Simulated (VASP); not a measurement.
ZrIn, 2 atoms in the cell. The structure is tetragonal, space group P4/mmm (No. 123). Conventional cell: a = 3.141 Å, b = 3.141 Å, c = 4.454 Å, α = 90.00°, β = 90.00°, γ = 90.00°. Zr (site symmetry 4/mmm) has 4 Zr at 3.14 Å and 8 In at 3.15 Å as nearest neighbours. Around In (site symmetry 4/mmm) lie 4 In at 3.14 Å and 8 Zr at 3.15 Å. The cell comes from a database or a generator and needn't be the stable form of this composition.

* Program: VASP 6.6.1
* Task: single point
* Functional: r2SCAN
* Potentials or basis: VASP PAW PBE potentials, release 64 (Zr_sv, In_d)
* Cutoff: 520 eV
* k mesh: 16 × 16 × 12
* Occupations: gaussian, width 0.15 eV
* Spin: no spin polarisation
* Dipole correction: no
* Further INCAR settings: ALGO = Normal; EDIFF = 1e-07; NBANDS = 20

Potentials or basis: VASP PAW PBE potentials, release 64 (Zr_sv, In_d).

Command:

```sh
$ cat potpaw_PBE.64/Zr_sv/POTCAR potpaw_PBE.64/In_d/POTCAR > POTCAR
$ cp INCAR.step1 INCAR
$ mpirun -np 1 vasp_std > vasp.out
$ cp INCAR.step2 INCAR
$ mpirun -np 1 vasp_std > vasp.out
```

Hardware: 1 thread of Intel(R) Xeon(R) 6975P-C (Granite Rapids), with other jobs on the host.

How long does it take, and how much memory?

Wall time 5.2 min on 1 thread of Intel(R) Xeon(R) 6975P-C (Granite Rapids), with other jobs on the host, peak memory 0.38 GiB. Counts: scf iterations 14, k points 315.
